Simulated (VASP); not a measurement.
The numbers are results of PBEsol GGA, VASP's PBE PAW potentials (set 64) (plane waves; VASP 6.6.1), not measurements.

VASP input:

### KPOINTS
```
k-points along high-symmetry lines
10
Line-mode
Reciprocal
  0.000000   0.000000   0.000000 ! GAMMA
  0.500000   0.000000   0.000000 ! M

  0.500000   0.000000   0.000000 ! M
  0.333333   0.333333   0.000000 ! K

  0.333333   0.333333   0.000000 ! K
  0.000000   0.000000   0.000000 ! GAMMA

  0.000000   0.000000   0.000000 ! GAMMA
  0.000000   0.000000   0.500000 ! A

  0.000000   0.000000   0.500000 ! A
  0.500000   0.000000   0.500000 ! L

  0.500000   0.000000   0.500000 ! L
  0.333333   0.333333   0.500000 ! H

  0.333333   0.333333   0.500000 ! H
  0.000000   0.000000   0.500000 ! A

  0.500000   0.000000   0.500000 ! L
  0.500000   0.000000   0.000000 ! M

  0.333333   0.333333   0.500000 ! H
  0.333333   0.333333   0.000000 ! K
```

### INCAR
```
! general
SYSTEM  = InGaN2
PREC    = Accurate
ENCUT   = 520
LREAL   = F
LASPH   = T
ICHARG  = 11

! electronic loop
EDIFF   = 1E-7
NELM    = 100
ALGO    = Normal
LMAXMIX = 4

! smearing
ISMEAR  = 0
SIGMA   = 0.05

! functional
GGA     = PS

! output
LWAVE   = F
LCHARG  = F
LORBIT  = 11
```

File POSCAR:
```
InGaN2
1.0
  3.3550545680   0.0000000000   0.0000000000
 -1.6775272840   2.9055620114   0.0000000000
  0.0000000000   0.0000000000   5.4943738146
In Ga N
1 1 2
Cart
  3.3550545680   0.0000000000   5.4802837160
  1.6775289615   0.9685197019   2.7243396268
  1.6775289615   0.9685197019   0.8021597351
  0.0000000000   0.0000000000   3.3094052643
```

POTCAR, in this order: In_d Ga_d N (PBE.64 set). Program: vasp_std. Read from the step before: CHGCAR.

The resulting files:

OSZICAR:
```
       N       E                     dE             d eps       ncg     rms          rms(c)
DAV:   1     0.307328178150E+03    0.30733E+03   -0.18123E+04  4046   0.265E+03
DAV:   2     0.161706913605E+02   -0.29116E+03   -0.28414E+03  4200   0.532E+02
DAV:   3    -0.216816523986E+02   -0.37852E+02   -0.37269E+02  4688   0.172E+02
DAV:   4    -0.234552987454E+02   -0.17736E+01   -0.17648E+01  5288   0.378E+01
DAV:   5    -0.235100579605E+02   -0.54759E-01   -0.54738E-01  5546   0.624E+00
DAV:   6    -0.235120558894E+02   -0.19979E-02   -0.19973E-02  5462   0.998E-01
DAV:   7    -0.235121039357E+02   -0.48046E-04   -0.48046E-04  5692   0.161E-01
DAV:   8    -0.235121053320E+02   -0.13964E-05   -0.13961E-05  5528   0.234E-02
DAV:   9    -0.235121053604E+02   -0.28333E-07   -0.28150E-07  3938   0.349E-03
   1 F= -.23512105E+02 E0= -.23512105E+02  d E =-.181028E-06
```

File OUTCAR:
```
 val. band max:        6.0755034533   @ k =   0.0000   0.0000   0.0000

 cond. band min:       6.3864052514   @ k =   0.0000   0.0000   0.0000



 k-point     1 :       0.0000    0.0000    0.0000
  band No.  band energies     occupation
      1      -9.3073      2.00000
      2      -8.9329      2.00000
      3      -7.5706      2.00000
      4      -7.5706      2.00000
      5      -7.5263      2.00000
      6      -7.4108      2.00000
      7      -7.4108      2.00000
      8      -7.2649      2.00000
      9      -7.2649      2.00000
     10      -6.8659      2.00000
     11      -6.8659      2.00000
     12      -5.5798      2.00000
     13      -0.6128      2.00000
     14       4.8334      2.00000
     15       4.8334      2.00000
     16       5.7449      2.00000
     17       6.0755      1.99999
     18       6.0755      1.99999
     19       6.3864      0.00002
     20       9.3391      0.00000
     21      13.5031      0.00000
     22      15.0720      0.00000

 k-point     2 :       0.0556    0.0000    0.0000
  band No.  band energies     occupation
      1      -9.2902      2.00000
      2      -8.9299      2.00000
      3      -7.5667      2.00000
      4      -7.5637      2.00000
      5      -7.5195      2.00000
      6      -7.4103      2.00000
      7      -7.4100      2.00000
      8      -7.2568      2.00000
      9      -7.2553      2.00000
     10      -6.8742      2.00000
     11      -6.8664      2.00000
     12      -5.5539      2.00000
     13      -0.5738      2.00000
     14       4.5638      2.00000
     15       4.7784      2.00000
     16       5.5982      2.00000
     17       5.7685      2.00000
     18       6.0499      2.00000
     19       6.8605      0.00000
     20       9.5153      0.00000
     21      13.5095      0.00000
     22      14.8392      0.00000

 k-point     3 :       0.1111    0.0000    0.0000
  band No.  band energies     occupation
      1      -9.2446      2.00000
      2      -8.9211      2.00000
...
```

The density is held fixed in this step, so its total energy and stress have no physical meaning. Unless said otherwise, spin-orbit coupling is left out, though it shifts the bands of the heavy elements here.

The structure comes from a computed database's InGaN2 entry (P3m1); how it stands against other phases isn't given here. It was relaxed first.
